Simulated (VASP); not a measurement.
Calculation: PBE GGA with D3 dispersion (Becke-Johnson damping), VASP's PBE PAW potentials (set 64) (plane waves; VASP).

VASP input:

### INCAR
```
SYSTEM = Ga atom
PREC = Normal
ENCUT = 520
EDIFF = 1E-6
NELM = 200
ALGO = All
LREAL = .FALSE.
LASPH = .TRUE.
ISMEAR = 0
SIGMA = 0.01
GGA = PE
IVDW = 12
LMAXMIX = 4
ISPIN = 2
MAGMOM = 1
LORBIT = 10
LWAVE = .FALSE.
LCHARG = .FALSE.
ISYM = 0
NUPDOWN = 1
```

File POSCAR:
```
Ga atom
1
   12.0000000000     0.0000000000     0.0000000000
    0.0000000000    12.5000000000     0.0000000000
    0.0000000000     0.0000000000    13.0000000000
Ga
1
Direct
  0.0000000000   0.0000000000   0.0000000000
```

**KPOINTS**
```
Automatic mesh
0
Gamma
1 1 1
0 0 0
```

POTCAR, in this order: Ga_d (PBE.64 set). Program: vasp_gam. Read from the step before: WAVECAR.

The run wrote:

File OUTCAR:
```
 ion  position               nearest neighbor table
   1  0.000  0.000  0.000-
 Subroutine IBZKPT returns following result:
 Found      1 irreducible k-points:

 Following reciprocal coordinates:
            Coordinates               Weight
  0.000000  0.000000  0.000000      1.000000
   k-points           NKPTS =      1   k-points in BZ     NKDIM =      1   number of bands    NBANDS=     11
   number of dos      NEDOS =    301   number of ions     NIONS =      1
   total plane-waves  NPLWV = 392000
   dimension x,y,z NGX =    70 NGY =   70 NGZ =   80
   dimension x,y,z NGXF=   140 NGYF=  140 NGZF=  160
   ions per type =               1
   PREC   = normal    normal or accurate (medium, high low for compatibility)
   ISTART =      1    job   : 0-new  1-cont  2-samecut
   ICHARG =      0    charge: 1-file 2-atom 10-const
   ISPIN  =      2    spin polarized calculation?
   LNONCOLLINEAR =      F non collinear calculations
   LSORBIT =      F    spin-orbit coupling
   INIWAV =      1    electr: 0-lowe 1-rand  2-diag
   ENCUT  =  520.0 eV  38.22 Ry    6.18 a.u.  22.31 23.24 24.17*2*pi/ulx,y,z
   NELM   =    200;   NELMIN=  2; NELMDL=  0     # of ELM steps
   EDIFF  = 0.1E-05   stopping-criterion for ELM
   LREAL  =      F    real-space projection
   NLSPLINE    = F    spline interpolate recip. space projectors
   LMAXMIX     =    4 max onsite mixed and CHGCAR
   VOSKOWN=      0    Vosko Wilk Nusair interpolation
   EDIFFG = 0.1E-04   stopping-criterion for IOM
   NSW    =      0    number of steps for IOM
   NBLOCK =      1;   KBLOCK =      1    inner block; outer block
   IBRION =     -1    ionic relax: 0-MD 1-quasi-New 2-CG
   NFREE  =      0    steps in history (QN), initial steepest desc. (CG)
   ISIF   =      2    stress and relaxation
   ISYM   =      0    0-nonsym 1-usesym 2-fastsym
   TEIN   =    0.0    initial temperature
   TEBEG  =    0.0;   TEEND  =   0.0 temperature during run
   SMASS  =  -3.00    Nose mass-parameter (am)
   PSTRESS=    0.0 pullay stress
   NELECT =      13.0000    total number of electrons
...
```

OSZICAR:
```
       N       E                     dE             d eps       ncg     rms           ort
SDA:   1    -0.287338671321E+00   -0.28734E+00    0.00000E+00    11   0.301E-05   0.000E+00
CGA:   2    -0.287339626293E+00   -0.95497E-06   -0.94845E-06    11   0.171E-05   0.569E-07
   1 F= -.28770215E+00 E0= -.28770215E+00  d E =-.324195E-13  mag=     1.0000
```

OUTCAR:
```
------------------------ aborting loop because EDIFF is reached ----------------------------------------
 Edisp (eV)   -0.00036
  FORCE on cell =-STRESS in cart. coord.  units (eV):
  Direction    XX          YY          ZZ          XY          YZ          ZX
  --------------------------------------------------------------------------------------
  Total      -0.00642     0.00721     0.00013     0.00324     0.00159    -0.00305
  in kB      -0.00528     0.00592     0.00010     0.00266     0.00131    -0.00250
  external pressure =        0.00 kB  Pullay stress =        0.00 kB
  volume of cell :     1950.00
      direct lattice vectors                 reciprocal lattice vectors
    12.000000000  0.000000000  0.000000000     0.083333333  0.000000000  0.000000000
     0.000000000 12.500000000  0.000000000     0.000000000  0.080000000  0.000000000
     0.000000000  0.000000000 13.000000000     0.000000000  0.000000000  0.076923077
 POSITION                                       TOTAL-FORCE (eV/Angst)
 -----------------------------------------------------------------------------------
      0.00000      0.00000      0.00000         0.000066      0.000017      0.000017
 -----------------------------------------------------------------------------------
    total drift:                                0.000066      0.000017      0.000017
  FREE ENERGIE OF THE ION-ELECTRON SYSTEM (eV)
  ---------------------------------------------------
  free  energy   TOTEN  =        -0.2877021491 eV

  energy  without entropy=       -0.2877021491  energy(sigma->0) =       -0.28770215

 total charge

# of ion       s       p       d       tot
------------------------------------------
    1        1.193   0.280   9.914  11.387

 magnetization (x)

# of ion       s       p       d       tot
------------------------------------------
    1       -0.007   0.280  -0.002   0.271
```
(Selected blocks of OUTCAR.)

The atom may not be in its lowest state.

The cell is a free atom in a box.
